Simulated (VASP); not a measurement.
Data:

```
Ca2BrH3
1.0
    3.84869     0.00000     0.00000
   -1.92434     3.33306     0.00000
    0.00000     0.00000     6.73503
Ca H Br
2 3 1
Direct
  0.66667   0.33333   0.18692
  0.33333   0.66667   0.81308
  0.66667   0.33333   0.85088
  0.33333   0.66667   0.14912
  0.00000   0.00000   0.00000
  0.00000   0.00000   0.50000
```

The numbers are results of PBEsol GGA, VASP's PBE PAW potentials (set 64) (plane waves; VASP), not measurements. Run with 400 eV cut-off, Gaussian smearing of 0.050 eV, potentials Ca_sv H Br.

**Question.** Give the energies of bands 10 to 18 at the high-symmetry points, in eV from the valence-band maximum.

**Answer.** 
```tsv
band	Γ	M	K	A	L	H
10	-6.73	-6.65	-5.96	-7.60	-6.52	-5.88
11	-6.46	-5.47	-5.96	-4.48	-5.65	-5.88
12	-4.07	-4.61	-5.39	-4.36	-4.61	-5.53
13	-4.07	-4.34	-3.91	-4.08	-4.40	-3.92
14	-3.16	-3.88	-3.71	-4.08	-4.05	-3.92
15	-0.27	-3.58	-3.71	0.00	-3.14	-3.62
16	2.07	2.09	1.61	1.67	1.36	2.37
17	2.07	2.59	1.61	1.86	1.97	2.37
18	2.11	2.65	2.69	1.86	2.24	2.37
```

The gap is indirect, 1.36 eV, from the valence maximum at A to the conduction minimum at L.

The structure comes from a computed database's Ca2H3Br entry (P-3m1); how it stands against other phases isn't given here. It was relaxed first.
